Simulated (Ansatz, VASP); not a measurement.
# Hf2NF2: VASP beside Ansatz

One calculation is typed for both programs; each brings its own data sets. How far apart do they land? The cell is taken from a series of runs on this material, whose earlier steps may have relaxed, scaled, displaced or heated it; both programs get it as it stands.

Main program and level: Ansatz 0.2.0; plane waves, with VASP 6.6.1 beside it; single point at PBEsol.

### 1. Set-up

The cell holds 5 atoms: 1 N, 2 Hf and 2 F. Cell: a = 3.260 Å, b = 3.260 Å, c = 20.000 Å, α = 90.0°, β = 90.0°, γ = 120.0°. Vacuum lies along c.

Coordinates:

```cif
data_structure
_symmetry_space_group_name_H-M 'P 1'
_symmetry_Int_Tables_number 1
_cell_length_a 3.2600
_cell_length_b 3.2600
_cell_length_c 20.0000
_cell_angle_alpha 90.000
_cell_angle_beta 90.000
_cell_angle_gamma 120.000
_cell_volume 184.08
loop_
_atom_site_label
_atom_site_type_symbol
_atom_site_fract_x
_atom_site_fract_y
_atom_site_fract_z
_atom_site_occupancy
N1 N 0.00000 0.00000 0.50000 1
Hf2 Hf 0.33333 0.66667 0.56000 1
Hf3 Hf 0.66667 0.33333 0.44000 1
F4 F 0.66667 0.33333 0.61750 1
F5 F 0.33333 0.66667 0.38250 1
```

### 2. Ansatz: single point, PBEsol

Ansatz runs on its default PAW (the set named soft_2) files.

With cell and atoms fixed, the geometry can't cause a difference; cores, projectors, grids and the points listed under the comparison can.

Contents of input.yaml:

```yaml
crystal:
  lattice:
    - [3.26, 0.0, 0.0]
    - [-1.63, 2.82324, 0.0]
    - [0.0, 0.0, 20.0]
  atoms:
    - { symbol: "N", position: [0.0, 0.0, 0.5] }
    - { symbol: Hf, position: [0.333333, 0.666667, 0.56] }
    - { symbol: Hf, position: [0.666667, 0.333333, 0.44] }
    - { symbol: F, position: [0.666667, 0.333333, 0.6175] }
    - { symbol: F, position: [0.333333, 0.666667, 0.3825] }
  periodic: [true, true, false]
kpoints:
  mp_grid: { grid: [6, 6, 1] }
hamiltonian:
  xc: pbesol
scf:
  occupations: { method: gaussian, width: 0.1 }
output:
  forces: true
  stress: true
  eigenvalues: true
```

Run with:

```sh
> ansatz run input.yaml --threads 8 --pin off --max-ram 14336MiB --backend cpu --events-out ev --progress --plain --runs-dir out
```

Numbers of over 12 decimals in the logs are rounded to 6 here.

The log of the run:

```text
Warning: crystal.periodic: the lattice vector that does not repeat stood 0.000° off the slab's normal, 20.000 Å along it as the deck builds it. The run solves the slab on a vector along the normal, 33.200 Å long, with every atom where it was (on the deck's vector they left 15.30 Å outside them, and the widest stretch free of ions among them is 1.20 Å). A fractional position that the run reports is one of the run's ce [...]
Warning: the atoms were moved onto the symmetric positions of the space group found under crystal.symmetry.tolerance 1.0e-5 (fractional; no operation is sought that the atoms, as they stand in a round, miss by more than twice it, and no atom is moved by as much as it), and the run uses the moved positions. Before a round's move an operation carried an atom to 3.26e-6 Å from where it should land, the largest such dist [...]
crystal.periodic: the lattice vector that does not repeat stood 0.000° off the slab's normal, 20.000 Å along it as the deck builds it. The run solves the slab on a vector along the normal, 33.200 Å long, with every atom where it was (on the deck's vector they left 15.30 Å outside them, and the widest stretch free of ions among them is 1.20 Å). A fractional position that the run reports is one of the run's cell, which [...]
Engine: ansatz 0.2.0, aarch64-unknown-linux-gnu
Pseudopotentials: kind: paw
Pseudopotential: N, paw, valence charge 5, recommended cutoff 420 eV (normal), N.paw.azcp
Pseudopotential: Hf, paw, valence charge 26, recommended cutoff 420 eV (normal), Hf.paw.azcp
Pseudopotential: F, paw, valence charge 7, recommended cutoff 420 eV (normal), F.paw.azcp
Functional definition: PBEsol
  exchange = pbesol_x
  correlation = pbesol_c
Crystal: 5 atoms, lattice volume = 305.565 Å³
Basis set: ecut = 420 eV, 6087 PW (Γ), exchange–correlation on 48×48×450 points (8 copies of the dense FFT grid, shifted against one another)
Bands: 43, of which v1, the nominal top of the filled ones, is band 36 counted from 1 (35 counted from 0)
Symmetry: 12 space group operations
Space group: P-3m1 (ITA 164), of the structure as read, at distance tolerance 6.7e-5 Å
k-points: 7 of 36
Non-local potential: N, projectors of the file, l = 0: 2, l = 1: 2, l = 2: 1
Non-local potential: Hf, projectors of the file, l = 0: 3, l = 1: 2, l = 2: 2, l = 3: 3
Non-local potential: F, projectors of the file, l = 0: 2, l = 1: 2, l = 2: 1
PAW form: soft (Blöchl's): semilocal exchange-correlation on the pseudo side does not see the compensation charge
PAW frozen core: N, regenerated for the run's functional, and the local potential with it (the file was generated under x = pbe(κ = 0.804, μ = 0.219515), c = pbe(β = 0.066725))
PAW frozen core: Hf, regenerated for the run's functional, and the local potential with it (the file was generated under x = pbe(κ = 0.804, μ = 0.219515), c = pbe(β = 0.066725))
PAW frozen core: F, regenerated for the run's functional, and the local potential with it (the file was generated under x = pbe(κ = 0.804, μ = 0.219515), c = pbe(β = 0.066725))
PAW one-centre angular grid: N, 110 points (default); XC on 64 Gauss nodes
PAW one-centre angular grid: Hf, 590 points (default); XC on 64 Gauss nodes
PAW one-centre angular grid: F, 110 points (default); XC on 64 Gauss nodes
Initial density: superposition of atomic densities (neutral atoms: chi_scale 0, normalization atom), corrected by the library's trained network
Initial wavefunctions: pseudopotential atomic-orbital guess
Functional: x = pbesol(κ = 0.804, μ = 0.123457), c = pbesol(β = 0.046)
SCF iter   1: F=—  HF=-33181.247486 eV  |F-HF|=—  |Δ(HF+E_count)|=         —  Δρ=4.53e-3  dr2=5.23e-2  ethr=1.77e-3  ⟨swp⟩=10.3  Hψ=1752  notcnv=0
preconditioner: auto → LDOS  [metal: Δε(μ)=0.075 eV  Ē_g=18.112 eV  σ=0.100 eV  W_gap=0.40  n_scr=22 (ndim 8)  ℏωp=17.4 eV  f_vac=0.786  D(μ)=4.63/eV (n_scr^D=16)  β→1.0]
SCF iter   2: F=—  HF=-33181.240850 eV  |F-HF|=—  |Δ(HF+E_count)|=   6.64e-3  Δρ=2.00e-3  dr2=7.94e-3  ethr=7.37e-5  ⟨swp⟩=3.0  Hψ=810  notcnv=0  defer=7
SCF iter   3: F=—  HF=-33181.239849 eV  |F-HF|=—  |Δ(HF+E_count)|=   1.00e-3  Δρ=6.37e-4  dr2=1.15e-3  ethr=1.12e-5  ⟨swp⟩=3.0  Hψ=608  notcnv=0  defer=7
SCF iter   4: F=—  HF=-33181.239617 eV  |F-HF|=—  |Δ(HF+E_count)|=   2.32e-4  Δρ=4.04e-4  dr2=5.57e-4  ethr=1.62e-6  ⟨swp⟩=3.9  Hψ=881  notcnv=0  defer=7
SCF iter   5: F=—  HF=-33181.239317 eV  |F-HF|=—  |Δ(HF+E_count)|=   3.00e-4  Δρ=1.02e-4  dr2=4.79e-5  ethr=7.85e-7  ⟨swp⟩=2.7  Hψ=560  notcnv=0  defer=7
SCF iter   6: F=—  HF=-33181.239153 eV  |F-HF|=—  |Δ(HF+E_count)|=   1.64e-4  Δρ=4.08e-5  dr2=4.48e-6  ethr=6.74e-8  ⟨swp⟩=4.1  Hψ=830  notcnv=0  defer=6
SCF iter   7: F=—  HF=-33181.239154 eV  |F-HF|=—  |Δ(HF+E_count)|=   9.50e-7  Δρ=9.84e-6  dr2=3.56e-7  ethr=6.31e-9  ⟨swp⟩=3.9  Hψ=748  notcnv=0  defer=6
SCF iter   8: F=-33181.239155 eV  HF=-33181.239155 eV  |F-HF|=7.38e-8  |Δ(HF+E_count)|=   3.21e-7  Δρ=3.43e-6  dr2=3.02e-8  ethr=1.41e-10  ⟨swp⟩=18.7  Hψ=2327  notcnv=0
SCF 1 converged in 8 iterations: F = -33181.239155 eV  dr2 = 3.02e-8
  greatest PAW one-centre occupation: 0.998 electrons in one spin orbital (limit 2), on the Hf atom at site 2 (counted from 0), in its partial waves of l = 3
SCF converged after 8 iterations
Free energy (F): -33181.239155 eV
Harris-Foulkes:  -33181.239155 eV  (|F-HF|=7.38e-8)
Internal energy: -33181.214539 eV  (E = F + TS)
E sigma→0 (E₀):  -33181.226847 eV
Entropy (-TS):   -0.024615 eV (-4.923 meV/atom)
Fermi energy:    -1.965472 eV
--- Per-component energies (eV) ---
  E_band       = -1453.444945
  E_kinetic    = 1396.441982
  E_local      = -335543.359054  (includes V_loc(G=0)·N_el)
  E_nonlocal   = -2284.232863
  E_hartree    = 166547.951404
  E_xc         = -813.124511
  E_vxc        = -812.560767  (∫ρ·V_xc dr)
  E_paw        = -14122.214400  (= ΣΔE_a)
  E_vpaw       = 2694.340989  (= ΣTr[D̂ρ^β])
  E_aug_tail   = 0.004155  (compensation charges beyond the density's cutoff)
  E_ewald      = 151634.703580
  E_core_change = 2.615167  (= ΣΔE_core)
  E_smearing   = -0.024615  (= −TS)
  E_closure    = -0.000000  (closes the sum)
  Σ components = -33181.239155   (vs F -33181.239155, Δ=0.00e0)
--- Forces (eV/Å), atoms counted from 1 ---
  atom   1  N      0.00000000    -0.00000000     0.00000000
  atom   2  Hf     0.00000000     0.00000000    -2.65455878
  atom   3  Hf    -0.00000000    -0.00000000     2.65455878
  atom   4  F     -0.00000000    -0.00000000     1.52697131
  atom   5  F     -0.00000000     0.00000000    -1.52697131
  max |Σ_I F_I| component: 2.22e-16 eV/Å
--- 2D stress c σ (N/m, compression-positive) ---
       -1.093631       0.000000       0.000000
        0.000000      -1.093631       0.000000
        0.000000       0.000000       0.000000
  P = ½ c Tr σ = -1.0936 N/m
--- Band table (eV; the first three rows and the last of 7) ---
  k-point 0: bands = [... 32 lower, -7.6484, -7.6484, -2.6296, -2.6296, -2.5897, -1.8778, -1.7742, -0.2968 (-0.3025°), ... 3 higher]
  k-point 1: bands = [... 32 lower, -8.2679, -7.7874, -3.4678, -2.0078, -1.9927, -1.6805, -1.2797 (-1.2797°), -0.1457 (-0.1457°), ... 3 higher]
  k-point 2: bands = [... 32 lower, -8.1826, -7.8803, -4.5670, -1.3504, -0.7618, -0.4822, -0.0354, 0.2079 (0.2079°), ... 3 higher]
  k-point 6: bands = [... 32 lower, -8.7972, -8.1715, -2.3840, -1.9436, -1.9436, -0.1684, 0.7328, 0.7328, ... 3 higher]
  ° read free of the cell's end (the report's vacuum.weakly_bound_levels)
```

### 3. VASP: single point, PBEsol

The same cell, functional, mesh and smearing now go to VASP, with its own data sets.

Lines of VASP's logs that name or quote its potential files are left out, and so is its time.

Contents of INCAR:

```
SYSTEM = Hf2NF2
PREC = Accurate
ENCUT = 520
EDIFF = 1E-06
NELM = 120
ISMEAR = 0
SIGMA = 0.1
LREAL = .FALSE.
ALGO = Normal
GGA = PS
NBANDS = 25
LASPH = .TRUE.
LORBIT = 11
LWAVE = .FALSE.
LCHARG = .FALSE.
ISIF = 2
LDIPOL = .TRUE.
IDIPOL = 3
DIPOL = 0.5 0.5 0.5
LVHAR = .TRUE.
GGA_COMPAT = .FALSE.
NELMDL = -8
KPAR = 2
```

Contents of POSCAR:

```
Hf2NF2
1.0
    3.2600000000      0.0000000000      0.0000000000
   -1.6300000000      2.8232400000      0.0000000000
    0.0000000000      0.0000000000     20.0000000000
N Hf F
1 2 2
Direct
    0.0000000000      0.0000000000      0.5000000000
    0.3333333333      0.6666666667      0.5600000000
    0.6666666667      0.3333333333      0.4400000000
    0.6666666667      0.3333333333      0.6175000000
    0.3333333333      0.6666666667      0.3825000000
```

Contents of KPOINTS:

```
Automatic mesh
0
Gamma
6 6 1
0 0 0
```

The projector-augmented-wave data sets are N, Hf_pv and F (PBE family, release 64).

Run with:

```sh
> mpirun -np 2 vasp_std
```

The log of the run:

```text
[banner, memory and clock lines left out]
running    2 mpi-ranks, on    1 nodes
 distrk:  each k-point on    1 cores,    2 groups
 distr:  one band on    1 cores,    1 groups

 POSCAR found type information on POSCAR N HfF
 POSCAR found :  3 types and       5 ions
|                                                                             |
|               ----> ADVICE to this user running VASP <----                  |
|                                                                             |
|     You enforced a specific xc type in the INCAR file but a different       |
|     [... a line on the potential file left out ...]
|     I HOPE YOU KNOW WHAT YOU ARE DOING!                                     |
|                                                                             |

 LDA part: xc-table for (Slater+PW92), standard interpolation
 POSCAR, INCAR and KPOINTS ok, starting setup
 FFT: planning ... GRIDC
 FFT: planning ... GRID_SOFT
 FFT: planning ... GRID
 WAVECAR not read
 entering main loop
       N       E                     dE             d eps       ncg     rms          rms(c)
DAV:   1     0.295414989202E+03    0.29541E+03   -0.20938E+04   414   0.132E+03
DAV:   2    -0.213226768597E+02   -0.31674E+03   -0.31220E+03   414   0.332E+02
DAV:   3    -0.500671048747E+02   -0.28744E+02   -0.28563E+02   420   0.962E+01
DAV:   4    -0.506770663021E+02   -0.60996E+00   -0.58932E+00   468   0.153E+01
DAV:   5    -0.506900471260E+02   -0.12981E-01   -0.12974E-01   452   0.209E+00
DAV:   6    -0.506905023990E+02   -0.45527E-03   -0.45518E-03   468   0.393E-01
DAV:   7    -0.506905210592E+02   -0.18660E-04   -0.18659E-04   460   0.747E-02
DAV:   8    -0.506905219454E+02   -0.88619E-06   -0.88639E-06   468   0.166E-02    0.656E+01
DAV:   9    -0.455713273384E+02    0.51192E+01   -0.29640E+01   422   0.302E+01    0.460E+01
DAV:  10    -0.453794542998E+02    0.19187E+00   -0.28647E+00   460   0.947E+00    0.650E+00
DAV:  11    -0.452742693926E+02    0.10518E+00   -0.71244E-01   491   0.347E+00    0.178E+00
DAV:  12    -0.452638138120E+02    0.10456E-01   -0.53382E-02   500   0.131E+00    0.641E-01
DAV:  13    -0.452602325129E+02    0.35813E-02   -0.74683E-03   492   0.545E-01    0.412E-01
DAV:  14    -0.452599756197E+02    0.25689E-03   -0.15558E-03   500   0.222E-01    0.160E-01
[...]
DAV:  20    -0.452617801659E+02   -0.39799E-04   -0.43119E-06   380   0.633E-03    0.651E-03
DAV:  21    -0.452618396245E+02   -0.59459E-04   -0.54852E-05   353   0.844E-03    0.145E-02
DAV:  22    -0.452618490680E+02   -0.94434E-05   -0.42960E-06   356   0.483E-03    0.451E-03
DAV:  23    -0.452618796113E+02   -0.30543E-04   -0.13954E-05   314   0.503E-03    0.943E-03
DAV:  24    -0.452619087322E+02   -0.29121E-04   -0.80507E-06   303   0.419E-03    0.292E-03
DAV:  25    -0.452619213855E+02   -0.12653E-04   -0.26389E-06   340   0.290E-03    0.922E-04
DAV:  26    -0.452619227898E+02   -0.14044E-05   -0.15712E-07   337   0.111E-03    0.923E-04
DAV:  27    -0.452619232928E+02   -0.50295E-06   -0.40483E-08   281   0.404E-04
   1 F= -.45261923E+02 E0= -.45249678E+02  d E =-.244911E-01
```

From OUTCAR (step 3):

```text
ion  position               nearest neighbor table
   1  0.000  0.000  0.500-   2 2.23   3 2.23   3 2.23   2 2.23   3 2.23   2 2.23
   2  0.333  0.667  0.560-   4 2.21   4 2.21   4 2.21   1 2.23   1 2.23   1 2.23   3 3.05   3 3.05
                             3 3.05
   3  0.667  0.333  0.440-   5 2.21   5 2.21   5 2.21   1 2.23   1 2.23   1 2.23   2 3.05   2 3.05
                             2 3.05
   4  0.667  0.333  0.617-   2 2.21   2 2.21   2 2.21
   5  0.333  0.667  0.383-   3 2.21   3 2.21   3 2.21

  LATTYP: Found a hexagonal cell.
 ALAT       =     3.2600000000
 C/A-ratio  =     6.1349693252

 Subroutine GETGRP returns: Found 12 space group operations
 (whereof 12 operations were pure point group operations)

The static configuration has the point symmetry D_3d.

 Found      7 irreducible k-points:

   k-points           NKPTS =      7   k-points in BZ     NKDIM =      7   number of bands    NBANDS=     25

   dimension x,y,z NGX =    24 NGY =   24 NGZ =  150
   dimension x,y,z NGXF=    48 NGYF=   48 NGZF=  300

   ENCUT  =  520.0 eV  38.22 Ry    6.18 a.u.   6.06  6.06 37.19*2*pi/ulx,y,z

   NELECT =      39.0000    total number of electrons

 k-points in reciprocal lattice and weights: Automatic mesh
   0.00000000  0.00000000  0.00000000       0.028
   0.16666667  0.00000000  0.00000000       0.167
   0.33333333  0.00000000  0.00000000       0.167
   0.50000000  0.00000000  0.00000000       0.083
   0.16666667  0.16666667  0.00000000       0.167
   0.33333333  0.16666667  0.00000000       0.333
   0.33333333  0.33333333  0.00000000       0.056

 dipolmoment           0.000000      0.000000     -0.000000 electrons x Angstroem

 average (electrostatic) potential at core
       1 -69.7469       2 -42.3655       3 -42.3655       4 -82.5639       5 -82.5639

 E-fermi :   1.1487

 k-point     1 :       0.0000    0.0000    0.0000
  band No.  band energies     occupation
    ...
     17      -4.5872      2.00000
     18      -4.5872      2.00000
     19       0.4949      2.00000
     20       0.4949      2.00000
     21       0.5329      2.00000
     22       1.2353      0.22097
     23       1.3477      0.00490
     24       2.8150      0.00000
     25       2.8730      0.00000

 k-point     2 :       0.1667    0.0000    0.0000
  band No.  band energies     occupation
    ...
     17      -5.1864      2.00000
     18      -4.7100      2.00000
     19      -0.3530      2.00000
     20       1.1002      1.50720
     21       1.1272      1.23912
     22       1.4442      0.00003
     23       1.8422      0.00000
     24       2.9784      0.00000
     25       3.2254      0.00000

 k-point     3 :       0.3333    0.0000    0.0000
  band No.  band energies     occupation
    ...
     15      -8.0295      2.00000
     16      -5.7000      2.00000
     17      -5.0820      2.00000
     18      -4.7849      2.00000
     19      -1.4502      2.00000
     20       1.7598      0.00000
     21       2.3581      0.00000
     22       2.6391      0.00000
     23       3.0818      0.00000
     24       3.3309      0.00000
    ...

  Total       -1.6339043     -1.6339010      0.0257291      0.0000000      0.0000000      0.0000000
  in kB      -14.2213821    -14.2213537      0.2239438      0.0000000      0.0000000      0.0000000
  external PRESSURE =      -9.4062640 kB  Pullay stress =       0.0000000 kB

  energy-cutoff  :      520.00
  volume of cell :      184.08
      direct lattice vectors                 reciprocal lattice vectors
     3.260000000  0.000000000  0.000000000     0.306748466  0.177101486  0.000000000
    -1.630000000  2.823240000  0.000000000     0.000000000  0.354202972  0.000000000
     0.000000000  0.000000000 20.000000000     0.000000000  0.000000000  0.050000000

 POSITION                                       TOTAL-FORCE (eV/Angst)
 -----------------------------------------------------------------------------------
      0.00000      0.00000     10.00000         0.000000      0.000000     -0.000000
     -0.00000      1.88216     11.20000         0.000000      0.000000     -2.610839
      1.63000      0.94108      8.80000         0.000000      0.000000      2.610839
      1.63000      0.94108     12.35000         0.000000      0.000000      1.363205
     -0.00000      1.88216      7.65000        -0.000000      0.000000     -1.363205
 -----------------------------------------------------------------------------------
    total drift:                                0.000000     -0.000000      0.000000

  FREE ENERGIE OF THE ION-ELECTRON SYSTEM (eV)
  ---------------------------------------------------
  free  energy   TOTEN  =       -45.2619232928 eV

  energy  without entropy=      -45.2374322000  energy(sigma->0) =      -45.24967775

 vacuum level on the upper side and lower side of the slab         3.137         3.137

 total charge
# of ion       s       p       d       tot
------------------------------------------
    1        1.227   2.475   0.000   3.702
    2        0.261   6.443   1.837   8.541
    3        0.261   6.443   1.837   8.541
    4        1.735   4.368   0.000   6.103
    5        1.735   4.368   0.000   6.103
--------------------------------------------------
tot          5.220  24.096   3.674  32.989

[... 3 further parts left out ...]
```

The run ends at a pressure of -0.94 GPa, with forces up to 2.6 eV/Å.

### 4. Side by side

Known differences besides the potentials themselves: Ansatz cuts the interaction across the vacuum, VASP repeats the sheet with a dipole correction; the data sets hold 71 valence electrons in Ansatz (on its default PAW (the set named soft_2) files) and 39 in VASP; the cutoff is 420 eV in Ansatz and 520 eV in VASP; Ansatz makes its cores anew for this functional, VASP keeps those of its PBE data sets. Total energies have different zeros and are not compared.

Forces (eV/Å; atoms numbered as in POSCAR):

| atom | Ansatz x, y, z | VASP x, y, z |
| --- | --- | --- |
| N1 | 0.000, 0.000, 0.000 | 0.000, 0.000, 0.000 |
| Hf2 | 0.000, 0.000, -2.655 | 0.000, 0.000, -2.611 |
| Hf3 | 0.000, 0.000, 2.655 | 0.000, 0.000, 2.611 |
| F4 | 0.000, 0.000, 1.527 | 0.000, 0.000, 1.363 |
| F5 | 0.000, 0.000, -1.527 | 0.000, 0.000, -1.363 |

The forces differ by 62 meV/Å r.m.s., which is 5.8 % of the r.m.s. force of 1.075 eV/Å (both taken over all components). With vacuum in the cell, a pressure given here is an average over mostly empty space and none of the material.

### 5. Further runs

Further runs change the set-up of one program: Ansatz's method, potentials or start, or VASP's data sets, cutoff or form of LDA. The table gives that difference for each run.

| run | r.m.s. force difference (meV/Å) |
| --- | --- |
| as above | 62 |
| VASP with the data sets N, Hf_sv and F | 42 |

### 6. Results

```yaml
r_m_s_force_difference_single_point_pbesol: 5.8 % of the r.m.s. force
```

The r.m.s. force difference is 5.8 % of the r.m.s. force (single point, PBEsol), beyond the 3 % picked in this series as the mark of a large difference. The data sets hold unlike numbers of valence electrons (71 in Ansatz and 39 in VASP), so part of the differences comes from the potentials. Single point, PBEsol, VASP with the data sets N, Hf_sv and F: r.m.s. force difference goes from 62 to 42 meV/Å. How closely two codes agree says nothing of how well the functional describes the real material.

[Lines on the potential files, build, host, timing and source positions are cut from VASP's logs without a mark.]

[Logs are printed without paths, hosts, clocks, repeated set-up lines and the standing remarks that a program may print on its own settings, such as how far it seeks lower states.]

[Hosts, paths, dates, database ids (printed as entryN), source tags and the programs' standing remarks are cut or masked in the printed files.]
